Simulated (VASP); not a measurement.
# LaTe3 under strain, part 5 of 5

How does the pressure of LaTe3 answer to a change of volume? The bands are shown for each cell. All runs use PBEsol. Left out of this account: at least 1 further run (fields: a reference on another mesh). The start is a computed cell from the Materials Project.

VASP 6.6.1; PBEsol; plane waves and PAW (La, Te).

Still holding for the runs below: Spin-orbit coupling is off here; it can split and shift levels that hold much weight on La and Te by tenths of an eV or more.

So far, pressure (GPa): step 2 (bands, cell as listed) -2.40; step 3 (cell volume +4.0 %) -4.06; step 4 (cell volume +8.0 %) -5.38; step 5 (bands, sheared, principal strains -2.6, +0.2, +2.4 %) -2.23; step 6 (cell volume -4.0 %) -0.310.

**7. Bands, volume times 0.92**

The cell is scaled evenly once more. A prediction first. A least-squares parabola for the 4 pressures of evenly scaled cells so far, P = -2.39 -46.8 t +104 t² GPa with t = ln(V/V₁) and V₁ the volume at scale 1, gives 2.23 GPa at t = -0.0834.

INCAR

```
SYSTEM = LaTe3
PREC = Accurate
ENCUT = 400
EDIFF = 1E-06
NELM = 100
ISMEAR = -1
SIGMA = 0.05
LREAL = .FALSE.
ALGO = Normal
GGA = PS
NBANDS = 49
LASPH = .TRUE.
LORBIT = 11
LWAVE = .FALSE.
LCHARG = .FALSE.
KPAR = 8
```

POSCAR

```
LaTe3
1.0
    4.3063693990      0.0000000000      0.0000000000
    0.0000000000      0.0000000000      4.3099467558
    2.1531846995    -13.2138264690      0.0000000000
La Te
2 6
Direct
    0.8294734600      0.7500000000      0.3410530800
    0.1705265400      0.2500000000      0.6589469200
    0.0734785600      0.7500000000      0.8530428800
    0.9265214400      0.2500000000      0.1469571200
    0.4266317800      0.7500000000      0.1467364400
    0.5733682200      0.2500000000      0.8532635600
    0.7050066000      0.7500000000      0.5899868000
    0.2949934000      0.2500000000      0.4100132000
```

KPOINTS

```
Automatic mesh
0
Gamma
7 7 7
0 0 0
```

KPOINTS_OPT

```
Line mode
12
Line-mode
Reciprocal
  0.00000000   0.00000000   0.00000000 GAMMA
  0.51327625   0.00000000   0.25663812 X

  0.51327625   0.00000000   0.25663812 X
  0.50000000   0.00000000   0.00000000 S

  0.50000000   0.00000000   0.00000000 S
  0.50000000   0.50000000   0.00000000 R

  0.50000000   0.50000000   0.00000000 R
  0.51327625   0.50000000   0.25663812 A

  0.51327625   0.50000000   0.25663812 A
  0.00000000   0.50000000   0.00000000 Z

  0.00000000   0.50000000   0.00000000 Z
  0.00000000   0.00000000   0.00000000 GAMMA

  0.00000000   0.00000000   0.00000000 GAMMA
  0.00000000   0.00000000  -0.50000000 Y

  0.00000000   0.00000000  -0.50000000 Y
  0.48672375   0.00000000  -0.25663812 X1

  0.48672375   0.00000000  -0.25663812 X1
  0.48672375   0.50000000  -0.25663812 A1

  0.48672375   0.50000000  -0.25663812 A1
  0.00000000   0.50000000  -0.50000000 T

  0.00000000   0.50000000  -0.50000000 T
  0.00000000   0.00000000  -0.50000000 Y

  0.00000000   0.50000000   0.00000000 Z
  0.00000000   0.50000000  -0.50000000 T
```

PAW data sets: La and Te (PBE family, release 64).

Command:

```bash
mpirun -np 8 vasp_std
```

The program printed:

```text
[... set-up lines as in an earlier step ...]
 entering main loop
       N       E                     dE             d eps       ncg     rms          rms(c)
DAV:   1     0.506559316885E+03    0.50656E+03   -0.16916E+04  6280   0.107E+03
DAV:   2     0.608685740181E+02   -0.44569E+03   -0.39544E+03  7164   0.245E+02
DAV:   3    -0.321714503631E+02   -0.93040E+02   -0.83927E+02  8053   0.119E+02
DAV:   4    -0.412770514191E+02   -0.91056E+01   -0.89739E+01 10944   0.380E+01
DAV:   5    -0.418735970105E+02   -0.59655E+00   -0.59478E+00 11920   0.904E+00    0.155E+01
DAV:   6    -0.404517207158E+02    0.14219E+01   -0.58867E+00 11239   0.139E+01    0.786E+00
DAV:   7    -0.404721088495E+02   -0.20388E-01   -0.13981E+00 10664   0.435E+00    0.606E+00
DAV:   8    -0.404687673071E+02    0.33415E-02   -0.14393E-01 11320   0.177E+00    0.285E+00
DAV:   9    -0.404648186249E+02    0.39487E-02   -0.41777E-02 11285   0.113E+00    0.724E-01
DAV:  10    -0.404647912485E+02    0.27376E-04   -0.46710E-03 11592   0.246E-01    0.495E-01
DAV:  11    -0.404646914174E+02    0.99831E-04   -0.15991E-03 11399   0.185E-01    0.177E-01
DAV:  12    -0.404647360771E+02   -0.44660E-04   -0.17112E-04 11192   0.514E-02    0.115E-01
DAV:  13    -0.404647831372E+02   -0.47060E-04   -0.25475E-04 10967   0.591E-02    0.180E-02
DAV:  14    -0.404647961033E+02   -0.12966E-04   -0.66422E-05 12352   0.264E-02    0.376E-02
DAV:  15    -0.404647982646E+02   -0.21614E-05   -0.65246E-06 10399   0.737E-03    0.250E-02
DAV:  16    -0.404647987398E+02   -0.47522E-06   -0.63182E-06 10024   0.845E-03
   1 F= -.40464799E+02 E0= -.40457307E+02  d E =-.149840E-01
 Start KPOINTS_OPT (optional k-point list driver)
k-point batch [1-64\144]
       N       E                     dE             ncg
DAV:   1     0.287544969711E+05   -0.51270E+05     6280
DAV:   2    -0.317202142434E+03   -0.29072E+05     7138
DAV:   3    -0.612110522713E+04   -0.58039E+04     8322
DAV:   4    -0.664346662235E+04   -0.52236E+03    10917
DAV:   5    -0.667753420597E+04   -0.34068E+02    11871
DAV:   6    -0.668127926522E+04   -0.37451E+01    11264
DAV:   7    -0.668144007620E+04   -0.16081E+00    11800
DAV:   8    -0.668145449412E+04   -0.14418E-01    11216
DAV:   9    -0.668145519549E+04   -0.70138E-03    11720
DAV:  10    -0.668145527119E+04   -0.75698E-04     8960
DAV:  11    -0.668145527508E+04   -0.38901E-05     6512
DAV:  12    -0.668145527566E+04   -0.57304E-06     5840
[...]
k-point batch [129-144\144]
       N       E                     dE             ncg
DAV:   1     0.557798195597E+05   -0.73887E+04     1576
DAV:   2     0.484521644993E+05   -0.73277E+04     1768
DAV:   3     0.469944787132E+05   -0.14577E+04     2145
DAV:   4     0.468584146101E+05   -0.13606E+03     2785
DAV:   5     0.468493394312E+05   -0.90752E+01     2976
DAV:   6     0.468481463275E+05   -0.11931E+01     2880
DAV:   7     0.468480865686E+05   -0.59759E-01     2984
DAV:   8     0.468480817318E+05   -0.48368E-02     2824
DAV:   9     0.468480814445E+05   -0.28737E-03     2960
DAV:  10     0.468480814130E+05   -0.31484E-04     2432
DAV:  11     0.468480814107E+05   -0.22318E-05     1872
DAV:  12     0.468480814106E+05   -0.16682E-06     1648
```

Run time: 1.9 min. Hardware: 8 MPI ranks of Intel Xeon 6975P-C (Granite Rapids), shared host; peak memory 6.5 GiB.

OUTCAR, selected parts (step 7):

```text
   ENCUT  =  400.0 eV  29.40 Ry    5.42 a.u.   7.02  7.03 21.83*2*pi/ulx,y,z

   NELECT =      58.0000    total number of electrons

 E-fermi :   7.2646

 k-point     1 :       0.0000    0.0000    0.0000
  band No.  band energies     occupation
    ...
     24       6.2624      2.00000
     25       6.3662      2.00000
     26       6.8966      1.99873
     27       6.9005      1.99863
     28       6.9973      1.99052
     29       8.4232      0.00000
     30       8.8925      0.00000
     31       8.9810      0.00000
     32       9.3771      0.00000
     33       9.4617      0.00000
    ...

  Total        4.5362824      1.5678332      4.5150776      0.0000000      0.0000000      0.0000000
  in kB       29.6345872     10.2423277     29.4960603      0.0000000      0.0000000      0.0000000
  external PRESSURE =      23.1243251 kB  Pullay stress =       0.0000000 kB

 POSITION                                       TOTAL-FORCE (eV/Angst)
 -----------------------------------------------------------------------------------
      4.30637     -4.50662      3.23246         0.000000      0.090230      0.000000
      2.15318     -8.70721      1.07749        -0.000000     -0.090230     -0.000000
      2.15318    -11.27196      3.23246        -0.000000     -0.109082      0.000000
      4.30637     -1.94187      1.07749         0.000000      0.109082      0.000000
      2.15318     -1.93895      3.23246        -0.000000      0.095459      0.000000
      4.30637    -11.27488      1.07749         0.000000     -0.095459      0.000000
      4.30637     -7.79598      3.23246        -0.000000      0.035258      0.000000
      2.15318     -5.41784      1.07749         0.000000     -0.035258     -0.000000
 -----------------------------------------------------------------------------------
    total drift:                                0.000000     -0.000000      0.000000

  FREE ENERGIE OF THE ION-ELECTRON SYSTEM (eV)
  ---------------------------------------------------
  free  energy   TOTEN  =       -40.4647987398 eV

  energy  without entropy=      -40.4498147192  energy(sigma->0) =      -40.45730673

[... 4 parts as in an earlier step ...]

[... 12 further parts left out ...]
```

This step gave:

| Item | Value |
| --- | --- |
| free energy (TOTEN) | -40.46 eV |
| energy at zero smearing | -40.46 eV |
| Fermi energy | 7.265 eV |
| pressure | 2.312 GPa |

The electronic bands at the labelled points (eV, zero at the Fermi level; # counts the bands kept in this run, so #1 is VASP's band 13):

| point | #13 | #14 | #15 | #16 | #17 | #18 | #19 | #20 |
| --- | --- | --- | --- | --- | --- | --- | --- | --- |
| Γ | -0.90 | -0.37 | -0.36 | -0.27 | 1.16 | 1.63 | 1.72 | 2.11 |
| 0.55 of the way | -1.45 | -1.13 | -1.05 | -0.32 | 0.16 | 0.29 | 0.60 | 0.67 |
| X | -1.65 | -1.56 | -1.42 | -1.42 | -1.27 | -1.18 | -0.75 | -0.57 |
| 0.45 of the way | -1.62 | -1.57 | -1.43 | -1.42 | -1.29 | -1.17 | -0.71 | -0.61 |
| S | -1.57 | -1.57 | -1.46 | -1.44 | -1.30 | -1.15 | -0.68 | -0.65 |
| 0.45 of the way | -1.63 | -1.39 | -1.23 | -1.13 | 1.29 | 1.37 | 1.79 | 1.88 |
| R | -1.86 | -1.86 | -1.20 | -1.20 | 2.32 | 2.32 | 2.39 | 2.39 |
| 0.45 of the way | -1.86 | -1.86 | -1.20 | -1.20 | 2.31 | 2.31 | 2.40 | 2.40 |
| A | -1.85 | -1.85 | -1.20 | -1.20 | 2.31 | 2.31 | 2.40 | 2.40 |
| 0.55 of the way | -1.55 | -1.55 | -1.16 | -1.16 | 1.40 | 1.40 | 1.91 | 1.91 |
| Z | -1.51 | -1.51 | -1.43 | -1.43 | -1.22 | -1.22 | -0.77 | -0.77 |
| 0.55 of the way | -1.20 | -1.19 | -0.65 | -0.22 | 0.70 | 0.83 | 0.96 | 1.16 |
| Γ | -0.90 | -0.37 | -0.36 | -0.27 | 1.16 | 1.63 | 1.72 | 2.11 |
| 0.55 of the way | -0.90 | -0.53 | -0.37 | -0.36 | 1.17 | 1.57 | 1.78 | 2.12 |
| Y | -0.90 | -0.74 | -0.37 | -0.36 | 1.16 | 1.63 | 1.71 | 2.13 |
| 0.55 of the way | -1.45 | -1.39 | -0.68 | -0.49 | 0.29 | 0.46 | 0.65 | 0.84 |
| X1 | -1.65 | -1.56 | -1.42 | -1.42 | -1.27 | -1.18 | -0.75 | -0.57 |
| 0.45 of the way | -1.65 | -1.38 | -1.21 | -1.15 | 1.27 | 1.35 | 1.82 | 1.87 |
| A1 | -1.85 | -1.85 | -1.20 | -1.20 | 2.31 | 2.31 | 2.40 | 2.40 |
| 0.45 of the way | -1.47 | -1.47 | -1.27 | -1.27 | 1.75 | 1.75 | 2.25 | 2.25 |
| T | -1.59 | -1.59 | -1.49 | -1.49 | -1.20 | -1.20 | -0.58 | -0.58 |
| 0.45 of the way | -1.41 | -1.17 | -1.05 | -0.42 | 0.23 | 0.38 | 0.59 | 0.80 |
| Y | -0.90 | -0.74 | -0.37 | -0.36 | 1.16 | 1.63 | 1.71 | 2.13 |
| jump to Z | -1.51 | -1.51 | -1.43 | -1.43 | -1.22 | -1.22 | -0.77 | -0.77 |
| 0.45 of the way | -1.54 | -1.54 | -1.50 | -1.50 | -1.20 | -1.20 | -0.68 | -0.68 |
| T | -1.59 | -1.59 | -1.49 | -1.49 | -1.20 | -1.20 | -0.58 | -0.58 |

Of the projections kept (La, Te), the largest for each band there, as a share of the weight inside these atoms' spheres; weight between the spheres isn't counted:

| point | #13 | #14 | #15 | #16 | #17 | #18 | #19 | #20 |
| --- | --- | --- | --- | --- | --- | --- | --- | --- |
| Γ | Te 0.62 | Te 0.76 | Te 0.76 | Te 0.88 | La 0.58 | La 0.68 | La 0.69 | La 0.87 |
| X | Te 0.80 | Te 0.89 | Te 0.92 | Te 0.96 | Te 0.94 | Te 0.92 | Te 0.83 | Te 0.91 |
| S | Te 0.89 | Te 0.85 | Te 0.94 | Te 0.92 | Te 0.97 | Te 0.91 | Te 0.86 | Te 0.89 |
| R | Te 0.84 | Te 0.84 | Te 0.77 | Te 0.77 | La 0.97 | La 0.97 | La 0.95 | La 0.95 |
| A | Te 0.83 | Te 0.83 | Te 0.77 | Te 0.77 | La 0.97 | La 0.97 | La 0.95 | La 0.95 |
| Z | Te 0.90 | Te 0.90 | Te 0.92 | Te 0.92 | Te 0.93 | Te 0.93 | Te 0.88 | Te 0.88 |

Force by atom:

| atom | x (eV/Å) | y (eV/Å) | z (eV/Å) | size |
| --- | --- | --- | --- | --- |
| La1 | 0.000 | 0.090 | 0.000 | 0.090 |
| La2 | 0.000 | -0.090 | 0.000 | 0.090 |
| Te3 | 0.000 | -0.109 | 0.000 | 0.109 |
| Te4 | 0.000 | 0.109 | 0.000 | 0.109 |
| Te5 | 0.000 | 0.095 | 0.000 | 0.095 |
| Te6 | 0.000 | -0.095 | 0.000 | 0.095 |
| Te7 | 0.000 | 0.035 | 0.000 | 0.035 |
| Te8 | 0.000 | -0.035 | 0.000 | 0.035 |

 The pressure is 2.31 GPa. The parabola predicted 2.23 GPa, -0.08 GPa off.

**8. Bands, atoms displaced by up to 0.10 Å**

In the first cell the atoms are moved off their sites at random; since the same shifts repeat in every cell, this is a frozen displacement of whole sublattices.

INCAR is that of step 7.

POSCAR

```
LaTe3
1.0
    4.4277389200      0.0000000000      0.0000000000
    0.0000000000      0.0000000000      4.4314171000
    2.2138694600    -13.5862412900      0.0000000000
La Te
2 6
Direct
    0.8358050000      0.7692180000      0.3380350000
    0.1743400000      0.2508660000      0.6547290000
    0.0664820000      0.7659250000      0.8571300000
    0.9399860000      0.2481550000      0.1412720000
    0.4253890000      0.7461930000      0.1513580000
    0.5863530000      0.2505840000      0.8474900000
    0.6937810000      0.7517960000      0.5880100000
    0.3033480000      0.2430280000      0.4110480000
```

KPOINTS is that of step 7.

KPOINTS_OPT is that of step 7.

Command:

```bash
mpirun -np 8 vasp_std
```

The program printed:

```text
[... set-up lines as in an earlier step ...]
 entering main loop
       N       E                     dE             d eps       ncg     rms          rms(c)
DAV:   1     0.505638221268E+03    0.50564E+03   -0.16853E+04 16856   0.104E+03
DAV:   2     0.633712206972E+02   -0.44227E+03   -0.39440E+03 19340   0.239E+02
DAV:   3    -0.313852875750E+02   -0.94757E+02   -0.85560E+02 21385   0.119E+02
DAV:   4    -0.407414697781E+02   -0.93562E+01   -0.92171E+01 28902   0.379E+01
DAV:   5    -0.413595085780E+02   -0.61804E+00   -0.61631E+00 32208   0.890E+00    0.134E+01
DAV:   6    -0.403472084391E+02    0.10123E+01   -0.39899E+00 30774   0.103E+01    0.670E+00
DAV:   7    -0.403460773888E+02    0.11311E-02   -0.11441E+00 27600   0.356E+00    0.485E+00
DAV:   8    -0.403462014658E+02   -0.12408E-03   -0.99405E-02 29752   0.134E+00    0.243E+00
DAV:   9    -0.403426921791E+02    0.35093E-02   -0.35870E-02 30192   0.940E-01    0.612E-01
DAV:  10    -0.403426604259E+02    0.31753E-04   -0.44646E-03 30608   0.237E-01    0.350E-01
DAV:  11    -0.403427574274E+02   -0.97002E-04   -0.11618E-03 29864   0.144E-01    0.130E-01
DAV:  12    -0.403428178895E+02   -0.60462E-04   -0.19371E-04 31576   0.490E-02    0.877E-02
DAV:  13    -0.403428801202E+02   -0.62231E-04   -0.26945E-04 30256   0.556E-02    0.316E-02
DAV:  14    -0.403428898215E+02   -0.97013E-05   -0.51051E-05 33424   0.233E-02    0.332E-02
DAV:  15    -0.403428921323E+02   -0.23108E-05   -0.80775E-06 28048   0.895E-03    0.184E-02
DAV:  16    -0.403428921799E+02   -0.47623E-07   -0.16022E-06 17464   0.496E-03
   1 F= -.40342892E+02 E0= -.40336016E+02  d E =-.137526E-01
 Start KPOINTS_OPT (optional k-point list driver)
k-point batch [1-144\144]
       N       E                     dE             ncg
DAV:   1     0.609819746415E+05   -0.84152E+05    14120
DAV:   2    -0.453521806732E+04   -0.65517E+05    16237
DAV:   3    -0.178188761964E+05   -0.13284E+05    18868
DAV:   4    -0.190295672848E+05   -0.12107E+04    24723
DAV:   5    -0.191118929818E+05   -0.82326E+02    27032
DAV:   6    -0.191204229567E+05   -0.85300E+01    25632
DAV:   7    -0.191208150746E+05   -0.39212E+00    26872
DAV:   8    -0.191208481552E+05   -0.33081E-01    25416
DAV:   9    -0.191208498408E+05   -0.16855E-02    26495
DAV:  10    -0.191208500069E+05   -0.16615E-03    20280
DAV:  11    -0.191208500156E+05   -0.87251E-05    15560
DAV:  12    -0.191208500168E+05   -0.11751E-05    13976
DAV:  13    -0.191208500174E+05   -0.63410E-06    13392
```

Elapsed: 4.4 min, on 8 MPI ranks; peak memory 15 GiB; 35 min of CPU time.

From OUTCAR (step 8):

```text
   NELECT =      58.0000    total number of electrons

 E-fermi :   6.2706

 k-point     1 :       0.0000    0.0000    0.0000
  band No.  band energies     occupation
    ...
     24       5.4077      2.00000
     25       5.5296      2.00000
     26       5.8929      1.99895
     27       5.9502      1.99671
     28       6.0068      1.98983
     29       7.4655      0.00000
     30       7.8660      0.00000
     31       7.9907      0.00000
     32       8.1262      0.00000
     33       8.2306      0.00000
    ...

  Total       -3.7157978     -3.3304295     -3.9850176      0.1402669     -0.0443146     -0.1018007
  in kB      -22.3325698    -20.0164413    -23.9506260      0.8430274     -0.2663382     -0.6118395
  external PRESSURE =     -22.0998790 kB  Pullay stress =       0.0000000 kB

 POSITION                                       TOTAL-FORCE (eV/Angst)
 -----------------------------------------------------------------------------------
      4.44909     -4.59263      3.40873         0.031665     -0.137707     -0.468755
      2.22142     -8.89531      1.11169        -0.180359     -0.284677      0.034428
      2.19194    -11.64517      3.39413         0.202892      0.384695     -0.252934
      4.47477     -1.91936      1.09968        -0.134346     -0.323746      0.034742
      2.21860     -2.05639      3.30669         0.146139      0.135483      0.050666
      4.47245    -11.51420      1.11044        -0.232859      0.001332      0.223101
      4.37366     -7.98885      3.33152         0.282835      0.034341     -0.027106
      2.25315     -5.58460      1.07696        -0.115968      0.190279      0.405858
 -----------------------------------------------------------------------------------
    total drift:                               -0.000685     -0.000143     -0.000591

  FREE ENERGIE OF THE ION-ELECTRON SYSTEM (eV)
  ---------------------------------------------------
  free  energy   TOTEN  =       -40.3428921799 eV

  energy  without entropy=      -40.3291395851  energy(sigma->0) =      -40.33601588

[... 5 parts as in an earlier step ...]

[... 12 further parts left out ...]
```

Numbers from this step:

- irreducible k-points: 172
- symmetry operations: 1
- free energy (TOTEN): -40.34 eV
- energy at zero smearing: -40.34 eV
- Fermi energy: 6.271 eV
- pressure: -2.210 GPa

Electronic bands along the path, in eV, zero at the Fermi level; # counts the bands kept in this run, so #1 is VASP's band 13:

| point | #13 | #14 | #15 | #16 | #17 | #18 | #19 | #20 |
| --- | --- | --- | --- | --- | --- | --- | --- | --- |
| Γ | -0.74 | -0.38 | -0.32 | -0.26 | 1.19 | 1.60 | 1.72 | 1.86 |
| 0.55 of the way | -1.28 | -1.11 | -0.91 | -0.35 | 0.21 | 0.36 | 0.51 | 0.58 |
| X | -1.63 | -1.45 | -1.37 | -1.28 | -1.17 | -0.95 | -0.61 | -0.46 |
| 0.55 of the way | -1.65 | -1.52 | -1.37 | -1.28 | -1.19 | -0.96 | -0.58 | -0.48 |
| S | -1.62 | -1.60 | -1.37 | -1.27 | -1.19 | -0.95 | -0.58 | -0.49 |
| 0.45 of the way | -1.51 | -1.26 | -1.13 | -1.00 | 1.11 | 1.25 | 1.57 | 1.66 |
| R | -1.71 | -1.67 | -1.15 | -1.14 | 2.14 | 2.14 | 2.20 | 2.24 |
| 0.45 of the way | -1.71 | -1.67 | -1.15 | -1.14 | 2.14 | 2.14 | 2.21 | 2.24 |
| A | -1.71 | -1.67 | -1.15 | -1.15 | 2.14 | 2.14 | 2.21 | 2.24 |
| 0.45 of the way | -1.42 | -1.35 | -1.19 | -1.12 | 1.64 | 1.76 | 2.07 | 2.08 |
| Z | -1.48 | -1.39 | -1.35 | -1.28 | -1.03 | -0.98 | -0.86 | -0.74 |
| 0.55 of the way | -1.07 | -1.06 | -0.53 | -0.21 | 0.62 | 0.74 | 0.88 | 1.03 |
| Γ | -0.74 | -0.38 | -0.32 | -0.26 | 1.19 | 1.60 | 1.72 | 1.86 |
| 0.55 of the way | -0.74 | -0.53 | -0.33 | -0.32 | 1.20 | 1.57 | 1.73 | 1.87 |
| Y | -0.74 | -0.69 | -0.34 | -0.32 | 1.20 | 1.60 | 1.70 | 1.88 |
| 0.45 of the way | -1.17 | -1.02 | -0.60 | -0.39 | 0.76 | 0.88 | 0.90 | 1.02 |
| X1 | -1.63 | -1.45 | -1.37 | -1.28 | -1.17 | -0.95 | -0.61 | -0.46 |
| 0.45 of the way | -1.52 | -1.25 | -1.10 | -1.01 | 1.09 | 1.23 | 1.59 | 1.67 |
| A1 | -1.71 | -1.67 | -1.15 | -1.15 | 2.14 | 2.14 | 2.21 | 2.24 |
| 0.55 of the way | -1.38 | -1.33 | -1.14 | -1.01 | 1.04 | 1.15 | 1.57 | 1.64 |
| T | -1.44 | -1.37 | -1.32 | -1.28 | -1.04 | -0.95 | -0.71 | -0.58 |
| 0.55 of the way | -1.07 | -0.90 | -0.72 | -0.37 | 0.61 | 0.75 | 0.90 | 1.02 |
| Y | -0.74 | -0.69 | -0.34 | -0.32 | 1.20 | 1.60 | 1.70 | 1.88 |
| jump to Z | -1.48 | -1.39 | -1.35 | -1.28 | -1.03 | -0.98 | -0.86 | -0.74 |
| 0.45 of the way | -1.47 | -1.38 | -1.33 | -1.28 | -1.03 | -0.95 | -0.80 | -0.67 |
| T | -1.44 | -1.37 | -1.32 | -1.28 | -1.04 | -0.95 | -0.71 | -0.58 |

Of the projections kept (La, Te), the largest for each band there, as a share of the weight inside these atoms' spheres; weight between the spheres isn't counted:

| point | #13 | #14 | #15 | #16 | #17 | #18 | #19 | #20 |
| --- | --- | --- | --- | --- | --- | --- | --- | --- |
| Γ | Te 0.65 | Te 0.81 | Te 0.78 | Te 0.85 | La 0.63 | La 0.72 | La 0.62 | Te 0.55 |
| X | Te 0.85 | Te 0.93 | Te 0.94 | Te 0.92 | Te 0.93 | Te 0.93 | Te 0.85 | Te 0.89 |
| S | Te 0.89 | Te 0.92 | Te 0.92 | Te 0.93 | Te 0.94 | Te 0.94 | Te 0.86 | Te 0.87 |
| R | Te 0.84 | Te 0.84 | Te 0.78 | Te 0.78 | La 0.98 | La 0.98 | La 0.96 | La 0.96 |
| A | Te 0.83 | Te 0.84 | Te 0.78 | Te 0.78 | La 0.98 | La 0.98 | La 0.96 | La 0.96 |
| Z | Te 0.91 | Te 0.90 | Te 0.89 | Te 0.90 | Te 0.93 | Te 0.93 | Te 0.89 | Te 0.87 |

Force by atom:

| atom | x (eV/Å) | y (eV/Å) | z (eV/Å) | size |
| --- | --- | --- | --- | --- |
| La1 | 0.032 | -0.138 | -0.469 | 0.490 |
| La2 | -0.180 | -0.285 | 0.034 | 0.339 |
| Te3 | 0.203 | 0.385 | -0.253 | 0.503 |
| Te4 | -0.134 | -0.324 | 0.035 | 0.352 |
| Te5 | 0.146 | 0.135 | 0.051 | 0.206 |
| Te6 | -0.233 | 0.001 | 0.223 | 0.322 |
| Te7 | 0.283 | 0.034 | -0.027 | 0.286 |
| Te8 | -0.116 | 0.190 | 0.406 | 0.463 |

 The pressure is -2.21 GPa, and the symmetry operations fall from 8 to 1.

**9. Side by side**

| cell | mesh | pressure (GPa) | gap (eV) |
| --- | --- | --- | --- |
| cell as listed | 7×7×7 | -2.40 | none |
| volume times 1.04 | 7×7×7 | -4.06 | none |
| volume times 1.08 | 7×7×7 | -5.38 | none |
| sheared, principal strains -2.6, +0.2, +2.4 % | 7×7×7 | -2.23 | none |
| volume times 0.96 | 7×7×7 | -0.31 | none |
| volume times 0.92 | 7×7×7 | 2.31 | none |
| atoms displaced by up to 0.10 Å | 7×7×7 | -2.21 | none |

**10. Results**

| Item | Value |
| --- | --- |
| pressure, cell as listed | -2.40 GPa |
| pressure, volume times 1.04 | -4.06 GPa |
| pressure, volume times 1.08 | -5.38 GPa |
| pressure, sheared, principal strains -2.6, +0.2, +2.4 % | -2.23 GPa |
| pressure, volume times 0.96 | -0.310 GPa |
| pressure, volume times 0.92 | 2.31 GPa |
| pressure, atoms displaced by up to 0.10 Å | -2.21 GPa |
| bulk modulus at the listed volume, shape and positions held | 47.1 GPa |

**Reading.** The slope of pressure against ln V at the listed volume gives a bulk modulus of 47.1 GPa at fixed shape and positions, above that of a cell free to relax (not that of equilibrium, since the cell bears -2.4 GPa there). The atoms were not relaxed in the changed cells. Spin-orbit coupling is left out, and with elements this heavy it would split and shift bands near the Fermi level.

[Lines on the potential files, build, host, timing and source positions are cut from VASP's logs without a mark.]

[Logs are printed without paths, hosts, clocks, repeated set-up lines and the standing remarks that a program may print on its own settings, such as how far it seeks lower states.]

[Hosts, paths, dates, database ids (printed as entryN), source tags and the programs' standing remarks are cut or masked in the printed files.]

[A measured line is paired with the nearest computed mode of its activity, which favours agreement.]

[In band tables of VASP the shares of atoms and orbitals are scaled to a sum of 1 inside the atoms' spheres.]
